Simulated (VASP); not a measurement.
Data:

```
CELL_PARAMETERS angstrom
     -3.46143     3.46143     3.46143
      3.46143    -3.46143     3.46143
      3.46143     3.46143    -3.46143
ATOMIC_POSITIONS crystal
  Zr 0.87500 0.12500 0.75000
  Zr 0.62500 0.37500 0.25000
  Zr 0.75000 0.87500 0.12500
  Zr 0.25000 0.62500 0.37500
  Zr 0.12500 0.75000 0.87500
  Zr 0.37500 0.25000 0.62500
  N  0.63032 0.63032 0.63032
  N  0.36968 0.50000 0.00000
  N  0.50000 0.00000 0.86968
  N  0.00000 0.36968 0.50000
  N  0.86968 0.50000 0.00000
  N  0.13032 0.13032 0.13032
  N  0.00000 0.86968 0.50000
  N  0.50000 0.00000 0.36968
```

Calculation: PBEsol GGA, VASP's PBE PAW potentials (set 64) (plane waves; VASP). Numerical set-up: LREAL = Auto, 400 eV cut-off, 4×4×4 Γ-centred mesh, Gaussian smearing of 0.010 eV, potentials Zr_sv N.

Task: Give the energies of bands 48 to 61 at the high-symmetry points, in eV from the valence-band maximum.

Result: 
| band | Γ | H | N | P |
|---|---|---|---|---|
| 48 | -1.64 | -2.35 | -2.33 | -2.53 |
| 49 | -1.64 | -2.35 | -2.18 | -2.53 |
| 50 | -1.64 | -2.35 | -2.18 | -2.53 |
| 51 | -1.24 | -1.67 | -1.83 | -1.63 |
| 52 | -1.24 | -1.67 | -1.83 | -1.63 |
| 53 | -1.24 | -0.54 | -1.49 | -1.63 |
| 54 | 0.00 | -0.54 | -1.49 | -1.63 |
| 55 | 0.00 | -0.54 | -0.84 | -1.30 |
| 56 | 0.00 | -0.54 | -0.84 | -1.30 |
| 57 | 0.65 | 3.04 | 1.99 | 2.11 |
| 58 | 0.65 | 3.04 | 1.99 | 2.11 |
| 59 | 1.27 | 3.04 | 2.07 | 2.54 |
| 60 | 1.27 | 3.04 | 2.07 | 2.54 |
| 61 | 1.27 | 3.04 | 2.77 | 2.54 |

The gap is direct, 0.65 eV, from the valence maximum at Γ to the conduction minimum at Γ.

The structure comes from a computed database's Zr3N4 entry; how it stands against other phases isn't given here. The cell was not relaxed at this level.
